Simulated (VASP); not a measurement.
Data:

```yaml
crystal:
  lattice:
    - [0.00000, 2.97872, 2.97872]
    - [2.97872, 0.00000, 2.97872]
    - [2.97872, 2.97872, 0.00000]
  atoms:
    - { symbol: In, position: [0.00000, 0.00000, 0.00000] }
    - { symbol: P, position: [0.25000, 0.25000, 0.25000] }
```

All values below come from HSE06 screened hybrid, VASP's PBE PAW potentials (set 64) (plane waves; VASP 6.6.1). Settings: 520 eV cut-off, 6×6×6 Γ-centred mesh, Gaussian smearing of 0.050 eV, potentials In_d P.

Unless said otherwise, spin-orbit coupling is left out, though it shifts the bands of the heavy elements here.

### Question
What does the run give for the energy per atom (σ→0), pressure, band gap (over the mesh, the named points and PBE's band edges) with the smallest direct gap where there is one?

### Answer

- band gap (over the mesh, the named points and PBE's band edges) = 1.21 eV
- smallest direct gap (over the mesh, the named points and PBE's band edges) = 1.21 eV
- energy per atom (σ→0) = -5.003 eV/atom
- pressure = -2.01 GPa

Only differences to runs with the same potentials and settings are physical.

The compound is InP in the zinc blende structure. It was relaxed first.
